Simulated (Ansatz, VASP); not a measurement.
## BiPt2 in VASP and in Ansatz

```
Bi Pt
1.0
     4.45721    0.00000    0.00000
    -2.22861    3.86006    0.00000
     0.00000    0.00000    3.71244
Bi Pt
1 2
Cartesian
  0.0000 0.0000 0.0000
  0.0000 2.5734 1.8562
  2.2286 1.2867 1.8562
```

Alike in both runs: functional PBE; k mesh 12 × 12 × 12; occupations gaussian, width 0.1 eV; no spin polarisation.

Ansatz relaxed the structure, and its values are those at the end. VASP's run is a single point on that final structure, the one shown.

```csv
,VASP,Ansatz
version,VASP 6.6.1,Ansatz 0.2.0
potentials or method,"VASP PAW PBE potentials, release 64 (Bi_d, Pt)","scalar-relativistic, plane waves, PAW"
plane-wave cutoff (eV),520,420
valence electrons in the cell,35,51
```

```tsv
	VASP	Ansatz	Ansatz less VASP
gap on the k mesh at the Fermi level (eV)	none	none	-
pressure (GPa)	-0.2	0.0	+0.21
```

A gap of «none» marks a metal or a gap that the smearing closes. The functional is the same, so the differences come from potentials, cutoffs and numerics. The two sets of potentials don't hold the same shells in valence.

Caveats: spin-orbit coupling is left out, which moves the levels of the heavy elements.
